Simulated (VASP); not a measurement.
These are LDA (Ceperley-Alder, Perdew-Zunger), VASP's LDA PAW potentials (set 64) (plane waves; VASP 6.6.1) values and carry that method's errors.

VASP ran on this input.

**POSCAR**
```
La2O3
1.0
  1.9354051415  -3.3522199521   0.0000000000
  1.9354051415   3.3522199521   0.0000000000
  0.0000000000   0.0000000000   5.9929670425
La O
2 3
Cartesian
  1.9354051415   1.1174088855   1.4629492640
  1.9354051415  -1.1174088855   4.5300177785
  0.0000000000   0.0000000000   0.0000000000
  1.9354051415   1.1174088855   3.8673861574
  1.9354051415  -1.1174088855   2.1255808851
```

INCAR:
```
SYSTEM=La2O3
PREC=Accurate; ENCUT=520; LREAL=.FALSE.
LASPH=.TRUE.
EDIFF=1E-6; NELM=100; ALGO=Normal
LMAXMIX=6
ISMEAR=0; SIGMA=0.05
IBRION=2; NSW=60; ISIF=3
EDIFFG=-0.02
LWAVE=.FALSE.; LCHARG=.FALSE.
```

**KPOINTS**
```
Automatic
0
gamma
6 6 4
0 0 0
```

POTCAR, in this order: La O (LDA.64 set). Program: vasp_std.

Output of the run:

OSZICAR:
```
       N       E                     dE             d eps       ncg     rms          rms(c)
DAV:   1     0.465368853739E+03    0.46537E+03   -0.15939E+04  1160   0.262E+03
DAV:   2     0.936791703649E+02   -0.37169E+03   -0.36606E+03  1672   0.411E+02
DAV:   3    -0.311045896787E+02   -0.12478E+03   -0.12301E+03  2160   0.224E+02
DAV:   4    -0.504604632255E+02   -0.19356E+02   -0.19347E+02  2024   0.971E+01
DAV:   5    -0.515018277570E+02   -0.10414E+01   -0.10410E+01  2096   0.266E+01    0.149E+01
DAV:   6    -0.461616569497E+02    0.53402E+01   -0.49231E+01  1768   0.442E+01    0.776E+00
DAV:   7    -0.459942397758E+02    0.16742E+00   -0.53699E+00  2192   0.248E+01    0.361E+00
DAV:   8    -0.459122531018E+02    0.81987E-01   -0.53498E-01  1992   0.643E+00    0.124E+00
DAV:   9    -0.458951793680E+02    0.17074E-01   -0.76023E-02  2024   0.237E+00    0.363E-01
DAV:  10    -0.458957984681E+02   -0.61910E-03   -0.26995E-02  1920   0.120E+00    0.180E-01
DAV:  11    -0.458959298890E+02   -0.13142E-03   -0.65856E-03  2128   0.669E-01    0.108E-01
DAV:  12    -0.458959097679E+02    0.20121E-04   -0.15353E-03  2048   0.263E-01    0.375E-02
DAV:  13    -0.458959096054E+02    0.16249E-06   -0.55505E-04  1936   0.166E-01    0.244E-02
DAV:  14    -0.458958993382E+02    0.10267E-04   -0.10425E-04  2080   0.976E-02    0.370E-03
DAV:  15    -0.458958999106E+02   -0.57236E-06   -0.56066E-06  1568   0.214E-02
   1 F= -.45895900E+02 E0= -.45895900E+02  d E =-.458959E+02
       N       E                     dE             d eps       ncg     rms          rms(c)
DAV:   1    -0.458994965019E+02   -0.35972E-02   -0.25441E-01  2080   0.774E+00    0.307E-01
DAV:   2    -0.458977241639E+02    0.17723E-02   -0.79301E-03  1880   0.837E-01    0.160E-01
DAV:   3    -0.458969667924E+02    0.75737E-03   -0.21812E-03  2272   0.533E-01    0.394E-02
DAV:   4    -0.458969487407E+02    0.18052E-04   -0.21586E-04  1872   0.121E-01    0.201E-02
DAV:   5    -0.458969481024E+02    0.63834E-06   -0.40235E-05  2128   0.540E-02    0.106E-02
DAV:   6    -0.458969470396E+02    0.10628E-05   -0.12844E-05  1648   0.278E-02    0.524E-03
DAV:   7    -0.458969469259E+02    0.11361E-06   -0.12583E-06  1128   0.169E-02
   2 F= -.45896947E+02 E0= -.45896947E+02  d E =-.104702E-02
       N       E                     dE             d eps       ncg     rms          rms(c)
DAV:   1    -0.458973885709E+02   -0.44153E-03   -0.35536E-02  2096   0.289E+00    0.115E-01
DAV:   2    -0.458971382397E+02    0.25033E-03   -0.10961E-03  1856   0.310E-01    0.599E-02
DAV:   3    -0.458970327626E+02    0.10548E-03   -0.30758E-04  2248   0.199E-01    0.153E-02
DAV:   4    -0.458970298546E+02    0.29080E-05   -0.31849E-05  1888   0.463E-02    0.764E-03
DAV:   5    -0.458970297103E+02    0.14432E-06   -0.52586E-06  1488   0.204E-02
   3 F= -.45897030E+02 E0= -.45897030E+02  d E =-.112980E-02
       N       E                     dE             d eps       ncg     rms          rms(c)
DAV:   1    -0.458991846860E+02   -0.21548E-02   -0.11632E-01  2104   0.453E+00    0.280E-01
DAV:   2    -0.458977188670E+02    0.14658E-02   -0.76133E-03  1824   0.651E-01    0.100E-01
DAV:   3    -0.458974113553E+02    0.30751E-03   -0.96392E-04  2248   0.407E-01    0.458E-02
DAV:   4    -0.458973551942E+02    0.56161E-04   -0.25124E-04  2280   0.155E-01    0.140E-02
DAV:   5    -0.458973562391E+02   -0.10449E-05   -0.21046E-05  2184   0.374E-02    0.832E-03
DAV:   6    -0.458973564693E+02   -0.23025E-06   -0.32549E-06  1224   0.231E-02
   4 F= -.45897356E+02 E0= -.45897356E+02  d E =-.326759E-03
       N       E                     dE             d eps       ncg     rms          rms(c)
DAV:   1    -0.458977876193E+02   -0.43138E-03   -0.25142E-02  2112   0.211E+00    0.130E-01
DAV:   2    -0.458974716354E+02    0.31598E-03   -0.16212E-03  1832   0.297E-01    0.466E-02
DAV:   3    -0.458974048973E+02    0.66738E-04   -0.20820E-04  2240   0.189E-01    0.211E-02
DAV:   4    -0.458973932067E+02    0.11691E-04   -0.54839E-05  2280   0.712E-02    0.666E-03
DAV:   5    -0.458973933805E+02   -0.17385E-06   -0.37776E-06  1656   0.175E-02
   5 F= -.45897393E+02 E0= -.45897393E+02  d E =-.363670E-03
       N       E                     dE             d eps       ncg     rms          rms(c)
DAV:   1    -0.458976255321E+02   -0.23233E-03   -0.81808E-02  1944   0.340E+00    0.118E-01
DAV:   2    -0.458976516709E+02   -0.26139E-04   -0.33881E-03  1824   0.454E-01    0.623E-02
DAV:   3    -0.458975753646E+02    0.76306E-04   -0.34322E-04  2280   0.204E-01    0.299E-02
DAV:   4    -0.458975573017E+02    0.18063E-04   -0.75972E-05  2272   0.878E-02    0.111E-02
DAV:   5    -0.458975564250E+02    0.87671E-06   -0.24132E-05  2000   0.335E-02    0.521E-03
DAV:   6    -0.458975560863E+02    0.33874E-06   -0.44051E-06  1144   0.187E-02
   6 F= -.45897556E+02 E0= -.45897556E+02  d E =-.162706E-03
       N       E                     dE             d eps       ncg     rms          rms(c)
DAV:   1    -0.458975561530E+02    0.27198E-06   -0.61160E-06  1376   0.342E-02    0.252E-03
DAV:   2    -0.458975560223E+02    0.13068E-06   -0.14812E-06   848   0.170E-02
   7 F= -.45897556E+02 E0= -.45897556E+02  d E =-.162642E-03
       N       E                     dE             d eps       ncg     rms          rms(c)
DAV:   1    -0.458975429255E+02    0.13228E-04   -0.15797E-02  1384   0.851E-01    0.160E-02
DAV:   2    -0.458975984718E+02   -0.55546E-04   -0.58052E-04  1808   0.296E-01    0.104E-02
DAV:   3    -0.458975978128E+02    0.65896E-06   -0.19322E-05  2056   0.378E-02    0.730E-03
DAV:   4    -0.458975959103E+02    0.19025E-05   -0.59722E-06  1480   0.202E-02    0.201E-03
DAV:   5    -0.458975959643E+02   -0.54009E-07   -0.11800E-06   808   0.150E-02
   8 F= -.45897596E+02 E0= -.45897596E+02  d E =-.399420E-04
```

OUTCAR:
```
------------------------ aborting loop because EDIFF is reached ----------------------------------------
  FORCE on cell =-STRESS in cart. coord.  units (eV):
  Direction    XX          YY          ZZ          XY          YZ          ZX
  --------------------------------------------------------------------------------------
  Total       -0.0123314     -0.0123314      0.0071867     -0.0000000     -0.0000000      0.0000000
  in kB       -0.2543804     -0.2543804      0.1482519     -0.0000000     -0.0000000      0.0000000
  external PRESSURE =      -0.1201696 kB  Pullay stress =       0.0000000 kB
  volume of cell :       77.67
      direct lattice vectors                 reciprocal lattice vectors
     1.941597975 -3.362946253  0.000000000     0.257519840 -0.148679153 -0.000000000
     1.941597975  3.362946253 -0.000000000     0.257519840  0.148679153  0.000000000
     0.000000000 -0.000000000  5.947455667     0.000000000  0.000000000  0.168139126
 POSITION                                       TOTAL-FORCE (eV/Angst)
 -----------------------------------------------------------------------------------
      1.94160      1.12098      1.45026         0.000000      0.000000      0.003072
      1.94160     -1.12098      4.49719         0.000000     -0.000000     -0.003072
      0.00000     -0.00000      5.94746        -0.000000      0.000000      0.000000
      1.94160      1.12098      3.84474        -0.000000     -0.000000      0.013245
      1.94160     -1.12098      2.10271        -0.000000      0.000000     -0.013245
 -----------------------------------------------------------------------------------
    total drift:                               -0.000000      0.000000      0.000000
  FREE ENERGIE OF THE ION-ELECTRON SYSTEM (eV)
  ---------------------------------------------------
  free  energy   TOTEN  =       -45.8975959643 eV

  energy  without entropy=      -45.8975959643  energy(sigma->0) =      -45.89759596

 reached required accuracy - stopping structural energy minimisation
```
(Selected blocks of OUTCAR.)

### CONTCAR
```
La2O3
   1.00000000000000
     1.9415979745516629   -3.3629462527609491    0.0000000000000000
     1.9415979745516629    3.3629462527609491   -0.0000000000000000
     0.0000000000000000   -0.0000000000000000    5.9474556670419316
  La              O
     2     3
Direct
     0.3333330000000032    0.6666669999999968    0.2438456004452772
     0.6666669999999968    0.3333330000000032    0.7561543995547227
     0.0000000000000000    0.0000000000000000    1.0000000000000000
     0.3333330000000032    0.6666669999999968    0.6464516403615940
     0.6666669999999968    0.3333330000000032    0.3535483596384060
```

The compound is La2O3 in the a-type structure. This run relaxes it. Symmetry was kept, so distortions that lower it aren't found. The start is the result of an earlier pass.
